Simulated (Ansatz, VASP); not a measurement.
**Cross-check of WS2 between VASP and Ansatz**

One calculation is typed for both programs; each brings its own data sets. How far apart do they land? The cell is taken from a series of runs on this material, whose earlier steps may have relaxed, scaled, displaced or heated it; both programs get it as it stands.

Calculated with Ansatz 0.2.0; plane waves, with VASP 6.6.1 beside it; zone-centre phonons at PBEsol.

## 1. Set-up

Symmetry: P-6m2, No. 187, hexagonal system. The conventional cell has a = 3.146 Å, b = 3.146 Å, c = 16.700 Å, α = 90.00°, β = 90.00°, γ = 120.00°. Nearest to W lie 6 S at 2.40 Å. Nearest to S lie 3 W at 2.40 Å. Farther neighbours and most contacts between anions are not listed.

As a file:

```cif
data_structure
_symmetry_space_group_name_H-M 'P-6m2'
_symmetry_Int_Tables_number 187
_cell_length_a 3.1458
_cell_length_b 3.1458
_cell_length_c 16.7000
_cell_angle_alpha 90.000
_cell_angle_beta 90.000
_cell_angle_gamma 120.000
_cell_volume 143.12
loop_
_atom_site_label
_atom_site_type_symbol
_atom_site_symmetry_multiplicity
_atom_site_Wyckoff_symbol
_atom_site_fract_x
_atom_site_fract_y
_atom_site_fract_z
_atom_site_occupancy
W1 W 1 a 0.00000 0.00000 0.00000 1
S1 S 2 h 0.33333 0.66667 0.90617 1
```

## 2. Ansatz: zone-centre phonons, PBEsol

Ansatz runs on its PAW soft_1 files.

Second derivatives magnify differences that forces hide, and they need a tight electronic threshold.

input.yaml reads:

```yaml
crystal:
  lattice:
    - [3.1457908894, 0.0, 0.0]
    - [-1.5728954447, 2.7243348253, 0.0]
    - [0.0, 0.0, 16.6999503027]
  atoms:
    - { symbol: W, position: [0.0, 0.0, 0.0] }
    - { symbol: S, position: [0.3333333333, 0.6666666667, 0.9061735898] }
    - { symbol: S, position: [0.3333333333, 0.6666666667, 0.0938264102] }
kpoints:
  mp_grid: { grid: [12, 12, 2] }
hamiltonian:
  xc: pbesol
  pseudopotentials: { kind: paw, azcp: { folder: soft_1 }, xc_functional: pbe }
scf:
  occupations: { method: fixed }
output:
  eigenvalues: true
phonons:
  method: dfpt
  qmesh: [3, 3, 1]
  temperatures: { t_max: 1000, t_step: 50 }
  qpath:
    path:
      - [[0.0, 0.0, 0.0], [0.5, 0.0, 0.0], [0.33333333, 0.33333333, 0.0], [0.0, 0.0, 0.0], [0.0, 0.0, 0.5], [0.5, 0.0, 0.5], [0.33333333, 0.33333333, 0.5], [0.0, 0.0, 0.5]]
      - [[0.5, 0.0, 0.5], [0.5, 0.0, 0.0]]
      - [[0.33333333, 0.33333333, 0.5], [0.33333333, 0.33333333, 0.0]]
    npoints: 10
```

Run with:

```console
ansatz run input.yaml --threads 4 --pin off --max-ram 10240MiB --backend cpu --events-out ev --progress --plain --runs-dir out
```

Numbers of over 12 decimals in the logs are rounded to 6 here.

What it wrote:

```text
Engine: ansatz 0.2.0, aarch64-unknown-linux-gnu
Pseudopotentials: kind: paw
Pseudopotential: W, paw, valence charge 14, recommended cutoff 420 eV (normal), soft_1/W.paw.azcp
Pseudopotential: S, paw, valence charge 6, recommended cutoff 420 eV (normal), soft_1/S.paw.azcp
Functional definition: PBEsol
  exchange = pbesol_x
  correlation = pbesol_c
Crystal: 3 atoms, lattice volume = 143.122 Å³
Basis set: ecut = 420 eV, 2791 PW (Γ), exchange–correlation on 48×48×240 points (8 copies of the dense FFT grid, shifted against one another)
Bands: 17, of which v1, the nominal top of the filled ones, is band 13 counted from 1 (12 counted from 0)
Symmetry: 12 space group operations
k-points: 38 of 288 (time reversal used)
Non-local potential: W, projectors of the file, l = 0: 3, l = 1: 2, l = 2: 2, l = 3: 1
Non-local potential: S, projectors of the file, l = 0: 2, l = 1: 2, l = 2: 1
PAW form: soft (Blöchl's): semilocal exchange-correlation on the pseudo side does not see the compensation charge
PAW frozen core: W, regenerated for the run's functional, and the local potential with it (the file was generated under x = pbe(κ = 0.804, μ = 0.219515), c = pbe(β = 0.066725))
PAW frozen core: S, regenerated for the run's functional, and the local potential with it (the file was generated under x = pbe(κ = 0.804, μ = 0.219515), c = pbe(β = 0.066725))
PAW one-centre angular grid: W, 590 points (default); XC on 64 Gauss nodes
PAW one-centre angular grid: S, 110 points (default); XC on 64 Gauss nodes
Initial density: superposition of atomic densities (neutral atoms: chi_scale 0, normalization atom)
Initial wavefunctions: pseudopotential atomic-orbital guess
Functional: x = pbesol(κ = 0.804, μ = 0.123457), c = pbesol(β = 0.046)
SCF iter   1: F=—  HF=-12030.509078 eV  |F-HF|=—  |Δ(HF+E_count)|=         —  Δρ=2.77e-2  dr2=1.28e0  ethr=3.10e-3  ⟨swp⟩=5.5  Hψ=3798  notcnv=0  defer=50
preconditioner: auto → none  [insulator: Δε(μ)=1.871 eV  Ē_g=9.132 eV  n_scr=10 (ndim 8)  ℏωp=13.2 eV  f_vac=0.593  ε∞_Penn≈3.1]
SCF iter   2: F=—  HF=-12030.095222 eV  |F-HF|=—  |Δ(HF+E_count)|=   4.14e-1  Δρ=1.07e-2  dr2=8.87e-2  ethr=3.10e-3  ⟨swp⟩=3.5  Hψ=1798  notcnv=0  defer=66
SCF iter   3: F=—  HF=-12030.073519 eV  |F-HF|=—  |Δ(HF+E_count)|=   2.17e-2  Δρ=4.68e-3  dr2=1.51e-2  ethr=3.41e-4  ⟨swp⟩=2.2  Hψ=1009  notcnv=0  defer=75
SCF iter   4: F=—  HF=-12030.070031 eV  |F-HF|=—  |Δ(HF+E_count)|=   3.49e-3  Δρ=3.15e-4  dr2=7.83e-5  ethr=5.81e-5  ⟨swp⟩=2.6  Hψ=1064  notcnv=0  defer=76
SCF iter   5: F=—  HF=-12030.070036 eV  |F-HF|=—  |Δ(HF+E_count)|=   5.16e-6  Δρ=1.07e-4  dr2=5.87e-5  ethr=3.01e-7  ⟨swp⟩=3.0  Hψ=1382  notcnv=0  defer=76
SCF iter   6: F=—  HF=-12030.070043 eV  |F-HF|=—  |Δ(HF+E_count)|=   7.15e-6  Δρ=1.42e-4  dr2=9.33e-5  ethr=2.26e-7  ⟨swp⟩=2.3  Hψ=975  notcnv=0  defer=72
SCF iter   7: F=—  HF=-12030.070032 eV  |F-HF|=—  |Δ(HF+E_count)|=   1.15e-5  Δρ=5.64e-5  dr2=1.35e-5  ethr=2.26e-7  ⟨swp⟩=1.8  Hψ=758  notcnv=0  defer=68
SCF iter   8: F=—  HF=-12030.070029 eV  |F-HF|=—  |Δ(HF+E_count)|=   3.02e-6  Δρ=1.19e-5  dr2=4.79e-7  ethr=5.21e-8  ⟨swp⟩=2.3  Hψ=903  notcnv=0  defer=62
SCF iter   9: F=—  HF=-12030.069980 eV  |F-HF|=—  |Δ(HF+E_count)|=   4.86e-5  Δρ=1.60e-6  dr2=6.79e-9  ethr=1.84e-9  ⟨swp⟩=2.4  Hψ=1037  notcnv=0  defer=57
SCF iter  10: F=—  HF=-12030.069980 eV  |F-HF|=—  |Δ(HF+E_count)|=  7.00e-10  Δρ=2.03e-7  dr2=5.18e-11  ethr=2.61e-11  ⟨swp⟩=2.7  Hψ=1212  notcnv=0  defer=57
SCF iter  11: F=-12030.069980 eV  HF=-12030.069980 eV  |F-HF|=7.28e-12  |Δ(HF+E_count)|=  9.09e-12  Δρ=5.06e-8  dr2=4.14e-12  ethr=1.00e-12  ⟨swp⟩=12.6  Hψ=5347  notcnv=0
SCF 1 converged in 11 iterations: F = -12030.069980 eV  dr2 = 4.14e-12
  greatest PAW one-centre occupation: 0.999 electrons in one spin orbital (limit 2), on the W atom at site 0 (counted from 0), in its partial waves of l = 0
NSCF: frozen V_eff on 38 k-points
NSCF: frozen V_eff on 86 k-points
DFPT response loops at q = (0, 0, 0) (fractional): preconditioner auto → none (the input reference at scf.mixing.eps_inf says where Resta's filter doesn't serve); β = 0.50; Broyden in place of MSR1
NSCF: frozen V_eff on 312 k-points
DFPT response loops at q = (0, 0.333333, 0) (fractional): mixed as the last ones told, above
NSCF: frozen V_eff on 312 k-points
DFPT response loops at q = (0.333333, 0.333333, 0) (fractional): mixed as the last ones told, above
SCF converged after 11 iterations
Free energy (F): -12030.069980 eV
Harris-Foulkes:  -12030.069980 eV  (|F-HF|=7.28e-12)
Internal energy: -12030.069980 eV  (E = F + TS)
E sigma→0 (E₀):  -12030.069980 eV
Fermi energy:    0.459092 eV
--- Per-component energies (eV) ---
  E_band       = -462.086203
  E_kinetic    = 634.948000
  E_local      = -12312.881019  (includes V_loc(G=0)·N_el)
  E_nonlocal   = 46.826088
  E_hartree    = 5874.956387
  E_xc         = -442.734786
  E_vxc        = -397.338566  (∫ρ·V_xc dr)
  E_paw        = -9635.712607  (= ΣΔE_a)
  E_vpaw       = -183.553560  (= ΣTr[D̂ρ^β])
  E_aug_tail   = 0.000155  (compensation charges beyond the density's cutoff)
  E_ewald      = 3804.182045
  E_core_change = 0.345757  (= ΣΔE_core)
  E_smearing   = -0.000000  (= −TS)
  E_closure    = -0.000000  (closes the sum)
  Σ components = -12030.069980   (vs F -12030.069980, Δ=0.00e0)
--- Band table (eV; the first three rows and the last of 38) ---
  k-point 0: bands = [... 9 lower, -1.7234, -1.1108, -1.1108, 0.3334, 3.4496, 3.4496, 3.6268, 3.6268]
  k-point 1: bands = [... 9 lower, -1.7234, -1.1108, -1.1108, 0.3335, 3.4496, 3.4496, 3.6268, 3.6268]
  k-point 2: bands = [... 9 lower, -2.1169, -1.3002, -0.9263, 0.2845, 3.3138, 3.3386, 3.5161, 3.6735]
  k-point 37: bands = [... 9 lower, -3.4398, -2.8496, -1.9414, 0.4591, 2.3964, 3.7641, 4.6263, 6.2285]
--- Phonons (Γ-DFPT): 4 representative perturbations + reference (Σ response iterations 14) ---
  ASR residual: 6.376e-5 → 0.000e0 eV/Å²; symmetrization residual: 3.908e-6 eV/Å²
  ASR residual per site (eV/Å²): 6.38e-5 1.65e-5 1.65e-5
  Γ frequencies (cm⁻¹): 0.00 0.00 0.00 295.32 295.32 355.58 355.58 416.21 437.85
--- Phonons (arbitrary-q DFPT): 3 irreducible q on the 3×3×1 mesh ---
  q = [0.0000, 0.0000, 0.0000] (star 1, of the zone-centre solve; hermiticity 2.33e-7, symmetrization 4.64e-13): -0.00 0.00 0.00 295.32 295.32 355.58 355.58 416.21 437.85
  q = [0.0000, 0.3333, 0.0000] (star 6, 6 solved perturbations on 156 of 288 k-point pairs; hermiticity 1.59e-7, symmetrization 2.59e-11): 108.75 116.24 165.18 315.60 345.33 347.39 358.83 376.47 407.50
  q = [0.3333, 0.3333, 0.0000] (star 2, 4 solved perturbations in 436 linear systems a pass and spin channel, the states on 156 of 288 k-point pairs; hermiticity 1.53e-7, symmetrization 7.90e-9): 143.90 147.12 183.58 337.34 349.25 352.00 357.16 361.31 392.39
  sum rule: each row above includes the acoustic sum rule's correction from the zone centre's row sums; it moved no ω² by more than (0.37 cm⁻¹)²
  mesh force constants: q→R imaginary residual 0.00e0; ASR residual 6.376e-5 → 0.000e0 eV/Å²; symmetrization residual 2.842e-14 eV/Å²
  interpolated dispersion: 93 rows × 9 modes
  density of states and harmonic sums: on the 24×24×1 q-mesh, interpolated from the force constants of a 3×3×1 supercell (no non-analytic term)
  largest difference from the sums on the solved wave vectors: F 8.43e-2 eV, S 1.13e-4 and C_V 2.83e-5 eV/K
  zero-point energy: 0.156680 eV/cell   skipped modes (ω ≤ 0): 3   left out of the sums: 5.79e-4 of the cell's modes: C_V's classical limit lies that fraction below 3 k_B per atom; for a crystal, a wire or a layer, F and S can be off by more, and a phonons.interpolated_qmesh denser along its periods is the remedy for the sampling
```

The column dr2 measures how far the density is from self-consistency, as an energy; F and HF (Harris–Foulkes) agree once it is small.

(Continued in part 2 of 2.)

[Lines on the potential files, build, host, timing and source positions are cut from VASP's logs without a mark.]

[Logs are printed without paths, hosts, clocks, repeated set-up lines and the standing remarks that a program may print on its own settings, such as how far it seeks lower states.]

[Hosts, paths, dates, database ids (printed as entryN), source tags and the programs' standing remarks are cut or masked in the printed files.]
